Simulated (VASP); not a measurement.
Consider the following.

```
MoTe2
1.0
    1.74691    -3.02574     0.00000
    1.74691     3.02574     0.00000
    0.00000     0.00000    13.98122
Te Mo
4 2
Direct
  0.33333   0.66667   0.87933
  0.66667   0.33333   0.37933
  0.66667   0.33333   0.12067
  0.33333   0.66667   0.62067
  0.33333   0.66667   0.25000
  0.66667   0.33333   0.75000
```

All values below come from PBEsol GGA, VASP's PBE PAW potentials (set 64) (plane waves; VASP). Settings: 500 eV cut-off, 7×7×2 Γ-centred mesh, Gaussian smearing of 0.050 eV, potentials Te Mo_sv.

Energy and stress use the plane-wave basis of the starting cell. Without a dispersion term in the relaxation, distances and binding between the weakly bound layers, chains or molecules are unreliable, and so is what depends on them.

Q: The ions, cell shape and volume at an external pressure of 5.0 GPa are relaxed. Give the cell that the relaxation ends in.

A: 
```
MoTe2
1.0
    1.71224    -2.96568     0.00000
    1.71224     2.96568     0.00000
    0.00000     0.00000    13.26436
Te Mo
4 2
Direct
  0.33333   0.66667   0.88706
  0.66667   0.33333   0.38706
  0.66667   0.33333   0.11294
  0.33333   0.66667   0.61294
  0.33333   0.66667   0.25000
  0.66667   0.33333   0.75000
```
Space group P6_3/mmc (194), at a tolerance of 0.03 Å.

Q: How do energy and volume change from the first to the last step?

A: The energy (σ→0) changes by +29.2 meV/atom and the volume by -8.9 %, in 11 ionic steps.

The compound is MoTe2 in the 2H layered structure. This run relaxes it under an external pressure of 5 GPa. Symmetry was kept, so distortions that lower it aren't found.
